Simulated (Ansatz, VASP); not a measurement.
# ZrB2 in two plane-wave programs

Wanted: the spread between two codes on one cell, functional and k mesh. Of the first pair: The structure shown is frame 20 of Ansatz's trajectory.

Calculated with Ansatz 0.2.0; plane waves, with VASP 6.6.1 beside it; PBE.

## (1) Starting point

The cell holds 24 atoms: 8 Zr and 16 B. Cell: a = 6.529 Å, b = 6.529 Å, c = 7.258 Å, α = 105.3°, β = 74.7°, γ = 65.5°. It derives from ZrB2. As first built, before any earlier steps moved the atoms or strained the cell (in the runner's words): kind md; temperature_k 150.

## (2) Ansatz: dynamics, PBE

Ansatz runs on its default PAW (the set named soft_2) files.

One frame of this run of dynamics is then solved in both programs, so the motion causes no difference.

Input file input.yaml:

```yaml
crystal:
  lattice:
    - [-4.755, 2.74530053, 3.533]
    - [-4.755, 2.74530053, -3.533]
    - [-3.17, -5.49060106, 3.533]
  atoms:
    - { symbol: Zr, position: [0.875, 0.625, 0.75] }
    - { symbol: Zr, position: [0.375, 0.125, 0.75] }
    - { symbol: Zr, position: [0.25, 0.75, 0.5] }
    - { symbol: Zr, position: [0.75, 0.25, 0.5] }
    - { symbol: Zr, position: [0.625, 0.875, 0.25] }
    - { symbol: Zr, position: [0.125, 0.375, 0.25] }
    - { symbol: Zr, position: [0.5, 0.5, 0.0] }
    - { symbol: Zr, position: [0.0, 0.0, 0.0] }
    - { symbol: B, position: [0.1666666666, 0.1666666666, 0.5] }
    - { symbol: B, position: [0.6666666666, 0.6666666667, 0.5] }
    - { symbol: B, position: [0.5416666667, 0.2916666667, 0.25] }
    - { symbol: B, position: [0.0416666666, 0.7916666667, 0.25] }
    - { symbol: B, position: [0.9166666666, 0.4166666667, 0.0] }
    - { symbol: B, position: [0.4166666666, 0.9166666667, 0.0] }
    - { symbol: B, position: [0.7916666666, 0.0416666667, 0.75] }
    - { symbol: B, position: [0.2916666666, 0.5416666666, 0.75] }
    - { symbol: B, position: [0.3333333334, 0.3333333333, 0.5] }
    - { symbol: B, position: [0.8333333334, 0.8333333334, 0.5] }
    - { symbol: B, position: [0.7083333333, 0.4583333334, 0.25] }
    - { symbol: B, position: [0.2083333334, 0.9583333334, 0.25] }
    - { symbol: B, position: [0.0833333334, 0.5833333333, 0.0] }
    - { symbol: B, position: [0.5833333333, 0.0833333333, 0.0] }
    - { symbol: B, position: [0.9583333334, 0.2083333333, 0.75] }
    - { symbol: B, position: [0.4583333334, 0.7083333334, 0.75] }
kpoints:
  mp_grid: { grid: [4, 4, 4] }
scf:
  occupations: { method: fermi_dirac, width: 0.05 }
  n_extra_bands: 25
hamiltonian:
  xc: pbe
  pseudopotentials: { kind: paw }
output:
  forces: true
md:
  timestep: 1.0
  n_steps: 60
  ensemble: nvt_langevin
  temperature: 150
  seed: 9
```

On the command line:

```
$ ansatz run input.yaml --threads 2 --pin off --max-ram 6144MiB --backend cpu --events-out ev --progress --plain --runs-dir out
```

Numbers of over 12 decimals in the logs are rounded to 6 here.

Output:

```text
Warning: md: disabling space-group detection — thermal motion breaks the input geometry's symmetry, so no spatial operation reduces the k-mesh or symmetrises the density; time reversal is kept, so that k and −k are solved as one point where they differ and the mesh holds both, and exact exchange and, on two spinor components, a DFT+U term hold to it where the run has them: on two components no moment then forms, and  [...]
scf.n_extra_bands = 25 over 72 filled bands (N_el = 144.0): the run solves 97 bands
Engine: ansatz 0.2.0, aarch64-unknown-linux-gnu
Pseudopotentials: kind: paw
Pseudopotential: Zr, paw, valence charge 12, recommended cutoff 420 eV (normal), Zr.paw.azcp
Pseudopotential: B, paw, valence charge 3, recommended cutoff 420 eV (normal), B.paw.azcp
Functional definition: PBE
  parameter kappa = 0.804
  parameter beta = 0.066725
  exchange = pbe_x(kappa = kappa, mu = beta*pi^2/3)
  correlation = pbe_c(beta = beta)
Crystal: 24 atoms, lattice volume = 245.970 Å³
Basis set: ecut = 420 eV, 4793 PW (Γ), exchange–correlation on 90×90×100 points (8 copies of the dense FFT grid, shifted against one another)
Bands: 97, of which v1, the nominal top of the filled ones, is band 72 counted from 1 (71 counted from 0)
Symmetry: 1 space group operations
k-points: 36 of 64 (time reversal used)
Non-local potential: Zr, projectors of the file, l = 0: 3, l = 1: 2, l = 2: 2, l = 3: 2
Non-local potential: B, projectors of the file, l = 0: 2, l = 1: 2, l = 2: 1
PAW form: soft (Blöchl's): semilocal exchange-correlation on the pseudo side does not see the compensation charge
PAW one-centre angular grid: Zr, 590 points (default); XC on 64 Gauss nodes
PAW one-centre angular grid: B, 110 points (default); XC on 64 Gauss nodes
Initial density: superposition of atomic densities (neutral atoms: chi_scale 0, normalization atom), corrected by the library's trained network
Initial wavefunctions: pseudopotential atomic-orbital guess
Functional: x = pbe(κ = 0.804, μ = 0.219515), c = pbe(β = 0.066725)
SCF iter   1: F=—  HF=-35989.804151 eV  |F-HF|=—  |Δ(HF+E_count)|=         —  Δρ=1.49e-3  dr2=4.49e-3  ethr=1.77e-3  ⟨swp⟩=5.1  Hψ=13485  notcnv=0  defer=130
preconditioner: auto → Kerker (q_TF=auto, 2.495 Å⁻¹)  [metal: Δε(μ)=0.085 eV  Ē_g=8.248 eV  σ=0.050 eV  W_gap=0.35  n_scr=70 (ndim 8)  ℏωp=21.2 eV  f_vac=0.000  D(μ)=2.42/eV (n_scr^D=12)]
SCF iter   2: F=—  HF=-35989.799763 eV  |F-HF|=—  |Δ(HF+E_count)|=   4.39e-3  Δρ=8.05e-4  dr2=1.20e-3  ethr=3.12e-6  ⟨swp⟩=2.0  Hψ=6061  notcnv=0  defer=290
SCF iter   3: F=—  HF=-35989.799947 eV  |F-HF|=—  |Δ(HF+E_count)|=   1.83e-4  Δρ=1.23e-4  dr2=3.03e-5  ethr=8.33e-7  ⟨swp⟩=2.0  Hψ=4370  notcnv=0  defer=290
SCF iter   4: F=—  HF=-35989.799916 eV  |F-HF|=—  |Δ(HF+E_count)|=   3.04e-5  Δρ=2.64e-5  dr2=2.06e-6  ethr=2.10e-8  ⟨swp⟩=2.0  Hψ=5227  notcnv=0  defer=290
SCF iter   5: F=—  HF=-35989.799861 eV  |F-HF|=—  |Δ(HF+E_count)|=   5.48e-5  Δρ=9.75e-6  dr2=1.59e-7  ethr=1.43e-9  ⟨swp⟩=2.0  Hψ=4107  notcnv=0  defer=290
SCF iter   6: F=-35989.799861 eV  HF=-35989.799861 eV  |F-HF|=1.09e-9  |Δ(HF+E_count)|=   1.88e-8  Δρ=1.63e-6  dr2=4.08e-9  ethr=1.67e-11  ⟨swp⟩=4.0  Hψ=10069  notcnv=0
SCF 1 converged in 6 iterations: F = -35989.799861 eV  dr2 = 4.08e-9
  greatest PAW one-centre occupation: 0.996 electrons in one spin orbital (limit 2), on the Zr atom at site 3 (counted from 0), in its partial waves of l = 0
md step     0: t =     0.00 fs  T =     0.0 K  F+E_penalty+E_count = -35989.79986127 eV  E_kin = 0.000000 eV  (6 SCF iters)
[... from here on, the SCF cycles and remarks between the steps are left out ...]
md step    54: t =    54.00 fs  T =    54.0 K  F+E_penalty+E_count = -35989.62896456 eV  E_kin = 0.167488 eV  (4 SCF iters)
md step    55: t =    55.00 fs  T =    53.9 K  F+E_penalty+E_count = -35989.62578224 eV  E_kin = 0.167159 eV  (4 SCF iters)
md step    56: t =    56.00 fs  T =    56.9 K  F+E_penalty+E_count = -35989.62245421 eV  E_kin = 0.176476 eV  (4 SCF iters)
md step    57: t =    57.00 fs  T =    54.5 K  F+E_penalty+E_count = -35989.61906022 eV  E_kin = 0.169178 eV  (4 SCF iters)
md step    58: t =    58.00 fs  T =    54.5 K  F+E_penalty+E_count = -35989.61607978 eV  E_kin = 0.169195 eV  (4 SCF iters)
md step    59: t =    59.00 fs  T =    57.3 K  F+E_penalty+E_count = -35989.61454397 eV  E_kin = 0.177769 eV  (4 SCF iters)
md step    60: t =    60.00 fs  T =    61.2 K  F+E_penalty+E_count = -35989.61500913 eV  E_kin = 0.189863 eV  (5 SCF iters)
SCF converged after 5 iterations
Free energy (F): -35989.615009 eV
Harris-Foulkes:  -35989.615009 eV  (|F-HF|=3.71e-9)
Internal energy: -35989.596904 eV  (E = F + TS)
E sigma→0 (E₀):  -35989.605957 eV
Entropy (-TS):   -0.018105 eV (-0.754 meV/atom)
Fermi energy:    15.792852 eV
--- Per-component energies (eV) ---
  E_band       = -201.992892
  E_kinetic    = 3481.929361
  E_local      = -4455.488447  (includes V_loc(G=0)·N_el)
  E_nonlocal   = 804.685117
  E_hartree    = 1410.074354
  E_xc         = -1831.762960
  E_vxc        = -2170.961629  (∫ρ·V_xc dr)
  E_paw        = -24887.185509  (= ΣΔE_a)
  E_vpaw       = -682.306165  (= ΣTr[D̂ρ^β])
  E_aug_tail   = 0.000135  (compensation charges beyond the density's cutoff)
  E_ewald      = -10511.848955
  E_smearing   = -0.018105  (= −TS)
  E_closure    = 0.000000  (closes the sum)
  Σ components = -35989.615009   (vs F -35989.615009, Δ=0.00e0)
--- Forces (eV/Å), atoms counted from 1 ---
  atom   1  Zr     0.07147067    -0.23714812    -0.18472424
  atom   2  Zr     0.05784967     0.43301321     0.07281836
  atom   3  Zr     0.32036733    -0.17171699    -0.55614331
  atom   4  Zr     0.09478220    -0.18798389     0.32223037
  atom   5  Zr    -0.12624025    -0.07108569    -0.00624151
  atom   6  Zr    -0.08801458     0.23383254     0.00348233
  atom   7  Zr     0.71171188     0.34789303     0.55258269
  atom   8  Zr     0.05683202     0.16841361     0.31469875
  atom   9  B     -0.11738115     0.14783743     0.12884332
  atom  10  B      0.03832258    -0.04113313     0.02116327
  atom  11  B     -0.05528398    -0.03430812    -0.14053859
  atom  12  B     -0.46184604    -0.15388047    -0.39663893
  atom  13  B      0.25983964     0.28690857    -0.41775307
  atom  14  B     -0.19115620     0.05234953    -0.45309014
  atom  15  B      0.29038173     0.19130257     0.08351186
  atom  16  B     -0.18550940     0.01578797    -0.28513705
  atom  17  B     -0.26840085     0.41231721     0.13898731
  atom  18  B     -0.12681025    -0.03466959    -0.56789178
  atom  19  B      0.41371634    -0.11422423     0.19530090
  atom  20  B      0.04768526    -0.55036624     0.25512706
  atom  21  B     -0.54012936     0.14852404     0.47068523
  atom  22  B      0.15358818    -0.19875636     0.15510173
  atom  23  B     -0.09165658    -0.35951193     0.46788360
  atom  24  B     -0.26411231    -0.28341238    -0.17426553
  max |Σ_I F_I| component: 1.74e-5 eV/Å
--- MD trajectory: 60 steps, t = 0.0 → 60.0 fs ---
  final state: T = 61.2 K   F+E_penalty+E_count = -35989.61500913 eV   E_kin = 0.189863 eV
```

[end of part 1 of 3]

[Lines on the potential files, build, host, timing and source positions are cut from VASP's logs without a mark.]

[Logs are printed without paths, hosts, clocks, repeated set-up lines and the standing remarks that a program may print on its own settings, such as how far it seeks lower states.]

[Hosts, paths, dates, database ids (printed as entryN), source tags and the programs' standing remarks are cut or masked in the printed files.]
